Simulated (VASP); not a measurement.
# LaSc: relaxation of cell and atoms with revPBE+D3(BJ)

LaSc:

```
La Sc
1.0
     3.94804    0.00000    0.00000
     0.00000    3.94804    0.00000
     0.00000    0.00000    3.94804
La Sc
1 1
Cartesian
  0.0000 0.0000 0.0000
  1.9740 1.9740 1.9740
```

The cell was built by a generator and needn't be a form met in nature.

* Program: VASP 6.6.1
* Task: relaxation of cell and atoms
* Functional: revPBE
* Dispersion: D3(BJ)
* Potentials or basis: VASP PAW PBE potentials, release 64 (La, Sc_sv)
* Cutoff: 600 eV
* k mesh: 7 × 7 × 7
* Occupations: fermi-dirac, width 0.05 eV
* Spin: no spin polarisation
* Further INCAR settings: ALGO = Normal; EDIFF = 1e-06; IBRION = 2; EDIFFG = -0.01; NSW = 60; ISIF = 3

```json
{"Relaxed volume": "28.44 Å³/atom", "Relaxed cell": "a = 3.846 Å, b = 3.846 Å, c = 3.846 Å, α = 90.00°, β = 90.00°, γ = 90.00°", "Space group after relaxing (to 0.05 Å)": "Pm-3m (No. 221)", "Energy gained by relaxing": "19.5 meV/atom", "Ionic steps": "3", "Pressure after relaxing": "0.0 GPa", "Band gap on the k mesh": "none (metal or under the smearing width)", "Dispersion energy per atom": "-0.754 eV"}
```

Step by step:
| step | energy change (eV) | largest force (eV/Å) | pressure (GPa) | volume (Å³) |
| --- | --- | --- | --- | --- |
| 1 | 0.0000 | 0.0000 | -2.57 | 61.54 |
| 2 | -0.0387 | 0.0000 | -0.24 | 57.25 |
| 3 | -0.0390 | 0.0000 | -0.02 | 56.88 |

Final structure:
```cif
data_structure
_symmetry_space_group_name_H-M 'P 1'
_symmetry_Int_Tables_number 1
_cell_length_a 3.8458
_cell_length_b 3.8458
_cell_length_c 3.8458
_cell_angle_alpha 90.000
_cell_angle_beta 90.000
_cell_angle_gamma 90.000
_cell_volume 56.88
loop_
_atom_site_label
_atom_site_type_symbol
_atom_site_fract_x
_atom_site_fract_y
_atom_site_fract_z
_atom_site_occupancy
La1 La 0.00000 0.00000 0.00000 1
Sc1 Sc 0.50000 0.50000 0.50000 1
```

Levels at points of the mesh, in eV from the Fermi level:
| k point | band 8 | band 9 | band 10 | band 11 | band 12 | band 13 | band 14 | band 15 |
| --- | --- | --- | --- | --- | --- | --- | --- | --- |
| (0.00, 0.00, 0.00) | -15.86 | -4.05 | -1.76 | -1.76 | 1.45 | 1.45 | 1.45 | 2.37 |

Wall time 66 s on 1 thread of Intel(R) Xeon(R) Platinum 8375C CPU @ 2.90GHz (Ice Lake), with other jobs on the host, peak memory 0.21 GiB.

Caveat: the PAW data sets were made with another functional, which shifts forces and pressure a little; pairwise dispersion overbinds metals, which lowers pressure and volume. Spin-orbit coupling is left out, which matters for the levels of La.
